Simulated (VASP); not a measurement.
OSZICAR of a VASP run on CoSi$_{2}$ (fluorite):

File OSZICAR:
```
       N       E                     dE             d eps       ncg     rms          rms(c)
DAV:   1     0.103023196225E+03    0.10302E+03   -0.85428E+03  1128   0.178E+03
DAV:   2    -0.914258443065E+01   -0.11217E+03   -0.10624E+03  1280   0.389E+02
DAV:   3    -0.159380302598E+02   -0.67954E+01   -0.64782E+01  1420   0.115E+02
DAV:   4    -0.161942631904E+02   -0.25623E+00   -0.25556E+00  1756   0.234E+01
DAV:   5    -0.162007408227E+02   -0.64776E-02   -0.64770E-02  1588   0.371E+00    0.102E+01
DAV:   6    -0.370578084966E+02   -0.20857E+02   -0.41885E+01  1136   0.760E+01    0.131E+01
DAV:   7    -0.372988958370E+02   -0.24109E+00   -0.94550E-01  1628   0.813E+00    0.140E+01
DAV:   8    -0.370350501264E+02    0.26385E+00   -0.76270E-02  1532   0.530E+00    0.123E+01
DAV:   9    -0.359245642166E+02    0.11105E+01   -0.27676E+00  1504   0.324E+01    0.384E+00
DAV:  10    -0.356553679381E+02    0.26920E+00   -0.69541E-01  1632   0.145E+01    0.297E+00
DAV:  11    -0.355499169070E+02    0.10545E+00   -0.35973E-01  1128   0.874E+00    0.117E+00
DAV:  12    -0.358433340172E+02   -0.29342E+00   -0.14213E-01  1128   0.547E+00    0.605E-01
DAV:  13    -0.358505232521E+02   -0.71892E-02   -0.29779E-03  1488   0.927E-01    0.538E-01
DAV:  14    -0.358492806159E+02    0.12426E-02   -0.27438E-03  1504   0.117E+00    0.356E-01
DAV:  15    -0.358483904115E+02    0.89020E-03   -0.46660E-03  1564   0.131E+00    0.225E-01
DAV:  16    -0.358488343621E+02   -0.44395E-03   -0.97698E-04  1140   0.421E-01    0.155E-01
DAV:  17    -0.358493358465E+02   -0.50148E-03   -0.25964E-03  1468   0.108E+00    0.760E-02
DAV:  18    -0.358493938176E+02   -0.57971E-04   -0.21882E-04  1152   0.214E-01    0.335E-02
DAV:  19    -0.358494286573E+02   -0.34840E-04   -0.10623E-05  1232   0.448E-02    0.307E-02
DAV:  20    -0.358494192309E+02    0.94263E-05   -0.35466E-05  1520   0.131E-01    0.558E-03
DAV:  21    -0.358494199508E+02   -0.71986E-06   -0.22174E-06  1200   0.151E-02    0.300E-03
DAV:  22    -0.358494202053E+02   -0.25450E-06   -0.16281E-07   928   0.623E-03    0.214E-03
DAV:  23    -0.358494203765E+02   -0.17115E-06   -0.15785E-07   800   0.945E-03    0.641E-04
DAV:  24    -0.358494203840E+02   -0.75061E-08   -0.22495E-08   616   0.186E-03
   1 F= -.35849420E+02 E0= -.35849545E+02  d E =0.374530E-03
```

Task: Which electronic solver shows in the log?

Result: It is blocked Davidson (ALGO = Normal, or the opening steps of other solvers). The INCAR had ALGO = Normal.

Task: How was spin treated?

Result: Without spin polarisation: there is no mag entry.

Task: Can the final energy be trusted as converged?

Result: The run converged. It stopped with EDIFF = 1E-7, NELM = 100 (TPSS meta-GGA, plane waves, VASP's PBE PAW potentials (set 64)).

The compound is CoSi2 in the fluorite structure. This cell is one point of a volume scan, at 0.97 of the reference volume. The run is not spin-polarised, so no magnetic state was tried. The electron count is odd and the run is not spin-polarised, which forces a metal.
